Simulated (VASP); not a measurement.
OSZICAR of a VASP run on PtS$_{2}$ (1T layered):

File OSZICAR:
```
       N       E                     dE             d eps       ncg     rms          rms(c)
DAV:   1     0.123078565000E+03    0.12308E+03   -0.10666E+04   848   0.131E+03
DAV:   2    -0.687609555387E+01   -0.12995E+03   -0.12677E+03  1085   0.250E+02
DAV:   3    -0.120413934613E+02   -0.51653E+01   -0.51286E+01  1043   0.541E+01
DAV:   4    -0.120981334824E+02   -0.56740E-01   -0.56724E-01  1099   0.625E+00
DAV:   5    -0.120990934134E+02   -0.95993E-03   -0.95984E-03  1099   0.768E-01    0.185E+01
DAV:   6    -0.110213283503E+02    0.10778E+01   -0.78785E+00   861   0.291E+01    0.125E+01
DAV:   7    -0.107900796140E+02    0.23125E+00   -0.13679E+00   847   0.130E+01    0.586E+00
DAV:   8    -0.107728772354E+02    0.17202E-01   -0.85206E-02   980   0.220E+00    0.140E+00
DAV:   9    -0.107676736555E+02    0.52036E-02   -0.13597E-02  1001   0.135E+00    0.242E-01
DAV:  10    -0.107678145796E+02   -0.14092E-03   -0.17165E-03  1057   0.307E-01    0.718E-02
DAV:  11    -0.107678340057E+02   -0.19426E-04   -0.41155E-05  1029   0.589E-02    0.389E-02
DAV:  12    -0.107678327941E+02    0.12116E-05   -0.57424E-06  1043   0.261E-02    0.910E-03
DAV:  13    -0.107678330765E+02   -0.28234E-06   -0.71410E-07   560   0.725E-03
   1 F= -.10767833E+02 E0= -.10767833E+02  d E =-.107678E+02
       N       E                     dE             d eps       ncg     rms          rms(c)
DAV:   1    -0.113225324502E+02   -0.55470E+00   -0.12670E+01   889   0.323E+01    0.532E+00
DAV:   2    -0.108564075076E+02    0.46612E+00   -0.23662E+00   861   0.177E+01    0.426E+00
DAV:   3    -0.107565896552E+02    0.99818E-01   -0.20441E-01   875   0.526E+00    0.199E+00
DAV:   4    -0.107342168270E+02    0.22373E-01   -0.14273E-01   875   0.225E+00    0.738E-01
DAV:   5    -0.107342513527E+02   -0.34526E-04   -0.62598E-03   959   0.733E-01    0.511E-01
DAV:   6    -0.107340204514E+02    0.23090E-03   -0.18896E-03   952   0.437E-01    0.649E-02
DAV:   7    -0.107340303943E+02   -0.99429E-05   -0.13072E-04  1036   0.115E-01    0.298E-02
DAV:   8    -0.107340291860E+02    0.12083E-05   -0.89187E-06  1050   0.281E-02    0.538E-03
DAV:   9    -0.107340290800E+02    0.10605E-06   -0.28423E-06   602   0.145E-02
   2 F= -.10734029E+02 E0= -.10733963E+02  d E =0.338040E-01
       N       E                     dE             d eps       ncg     rms          rms(c)
DAV:   1    -0.110189320804E+02   -0.28490E+00   -0.51084E+00   889   0.207E+01    0.363E+00
DAV:   2    -0.108280984803E+02    0.19083E+00   -0.89021E-01   868   0.103E+01    0.219E+00
DAV:   3    -0.107943010130E+02    0.33797E-01   -0.74192E-02   882   0.311E+00    0.793E-01
DAV:   4    -0.107867983423E+02    0.75027E-02   -0.46564E-02   910   0.134E+00    0.406E-01
DAV:   5    -0.107867144033E+02    0.83939E-04   -0.13371E-03  1008   0.352E-01    0.283E-01
DAV:   6    -0.107867978460E+02   -0.83443E-04   -0.33320E-04   966   0.145E-01    0.370E-02
DAV:   7    -0.107867989549E+02   -0.11089E-05   -0.32818E-05  1092   0.569E-02    0.218E-02
DAV:   8    -0.107867974377E+02    0.15173E-05   -0.39145E-06   867   0.201E-02    0.603E-03
DAV:   9    -0.107867971243E+02    0.31336E-06   -0.83135E-07   448   0.683E-03
   3 F= -.10786797E+02 E0= -.10786794E+02  d E =-.189640E-01
       N       E                     dE             d eps       ncg     rms          rms(c)
DAV:   1    -0.107868301465E+02   -0.32709E-04   -0.68763E-04   889   0.240E-01    0.405E-02
DAV:   2    -0.107868047627E+02    0.25384E-04   -0.11995E-04   882   0.124E-01    0.272E-02
DAV:   3    -0.107868003678E+02    0.43949E-05   -0.94838E-06   896   0.355E-02    0.112E-02
DAV:   4    -0.107867995990E+02    0.76880E-06   -0.66178E-06   854   0.154E-02
   4 F= -.10786800E+02 E0= -.10786797E+02  d E =-.189665E-01
       N       E                     dE             d eps       ncg     rms          rms(c)
DAV:   1    -0.107876738483E+02   -0.87348E-03   -0.28615E-02   854   0.125E+00    0.122E-01
DAV:   2    -0.107872814932E+02    0.39236E-03   -0.15161E-03   973   0.279E-01    0.712E-02
DAV:   3    -0.107872235806E+02    0.57913E-04   -0.24784E-04  1022   0.140E-01    0.328E-02
DAV:   4    -0.107872069878E+02    0.16593E-04   -0.36588E-05  1001   0.483E-02    0.143E-02
DAV:   5    -0.107872056276E+02    0.13602E-05   -0.64775E-06   980   0.192E-02    0.581E-03
DAV:   6    -0.107872057581E+02   -0.13046E-06   -0.50978E-07   448   0.572E-03
   5 F= -.10787206E+02 E0= -.10787203E+02  d E =-.406159E-03
       N       E                     dE             d eps       ncg     rms          rms(c)
DAV:   1    -0.107879440162E+02   -0.73839E-03   -0.36013E-02   854   0.140E+00    0.136E-01
DAV:   2    -0.107874516627E+02    0.49235E-03   -0.19096E-03   973   0.312E-01    0.797E-02
DAV:   3    -0.107873793078E+02    0.72355E-04   -0.31201E-04  1029   0.157E-01    0.367E-02
DAV:   4    -0.107873585737E+02    0.20734E-04   -0.45774E-05  1015   0.540E-02    0.161E-02
DAV:   5    -0.107873568196E+02    0.17542E-05   -0.82194E-06  1029   0.217E-02    0.653E-03
DAV:   6    -0.107873569721E+02   -0.15251E-06   -0.63238E-07   455   0.638E-03
   6 F= -.10787357E+02 E0= -.10787355E+02  d E =-.557373E-03
```

Which electronic solver shows in the log?

It is blocked Davidson (ALGO = Normal, or the opening steps of other solvers). The INCAR had ALGO = Normal.

Can the final energy be trusted as converged?

Self-consistency was reached. It stopped with EDIFF = 1E-6, NELM = 100, NSW = 60 and EDIFFG = -0.02 after 6 ionic steps (rev-vdW-DF2, plane waves, VASP's PBE PAW potentials (set 64)). Energy and stress use the plane-wave basis of the starting cell.

The compound is PtS2 in the 1T layered structure. This run relaxes it. Symmetry was kept, so distortions that lower it aren't found. The start is the result of an earlier pass.
